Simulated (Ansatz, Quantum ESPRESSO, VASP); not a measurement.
# Code comparison for MnO (Fm-3m, 4 atoms in the cell)

Self-consistent single point.

```yaml
crystal:
  lattice:
    - [4.48040, 2.24020, 2.24020]
    - [2.24020, 4.48040, 2.24020]
    - [2.24020, 2.24020, 4.48040]
  atoms:
    - { symbol: Mn, position: [0.00000, 0.00000, 0.00000], spin: 5.0 }
    - { symbol: Mn, position: [0.50000, 0.50000, 0.50000], spin: -5.0 }
    - { symbol: O, position: [0.25000, 0.25000, 0.25000] }
    - { symbol: O, position: [0.75000, 0.75000, 0.75000] }
```
(The spins are starting values, not results.)

All programs got the same cell, k-point mesh and kind of occupations, and the same starting moments (in Ansatz's words: kpoints.mp_grid.grid = 5 5 5; magnetization.spin_polarized = true; scf.occupations.method = fermi_dirac; scf.occupations.width = 0.05 eV); potentials, basis and cutoffs are each program's usual ones.

```csv
code,model,pressure (GPa),gap on the mesh (eV),cutoff
Ansatz,"PBE, default PAW files",-4.51,–,default
Quantum ESPRESSO,"PBE, SSSP 1.1.2 efficiency (PBE) pseudopotentials",-3.92,0.849,55 Ry
VASP,"PBE, VASP's PBE PAW potentials (set 64)",-9.03,0.866,400 eV
```

A dash marks a value that a program does not give, or that is left out as unsure.

No gap is tabulated for Ansatz (a first-principles code): it is not read from that output, or partly filled or unconverged empty levels leave it unsure.

Gaps are read on the mesh.

The spread over the programs that give each value: pressure within 5.11 GPa; gap on the mesh within 0.017 eV.

The starting cell has typed, rounded lattice constants, without a prior relaxation at this level. Its lattice was rescaled by a random factor within 2.5 % of one. On Ansatz's run: The magnetic order is the one reached from the typed start; others were not searched systematically. In the base run, with a pressure of about -4 GPa the cell is away from its equilibrium volume at this level.

Q: Why do the programs differ, and what cannot be compared?

A: Differences of this kind can come from the potentials, where these differ, and from what each basis and cutoff leave unconverged. The valence holds different numbers of electrons (Ansatz 42, Quantum ESPRESSO 42, VASP 38). The zero of total energies and Fermi levels follows the potentials and each program's conventions, so they are not compared here. Ansatz's pressure is given at a fixed set of plane waves, as the other plane-wave codes print theirs; with its correction for the finite basis it is -3.91 GPa (the shift of 0.60 GPa shows how far the cutoff is from converged). In the pressure, VASP (by 4.51) lies more than 1 GPa from the median of the plane-wave programs.

The shared mesh is coarse (it stands for a supercell whose shortest vector is 16 Å), so the values are not converged in it.

VASP's run is marked for a possible Pulay error in its stress at this cutoff; no cutoff test was made.

Left out of this page: ABINIT (with a known weakness of the program); GPAW, CP2K, Elk, FLEUR and SIESTA (not drawn, or without a comparable value).

Keys are those of Ansatz 0.2.
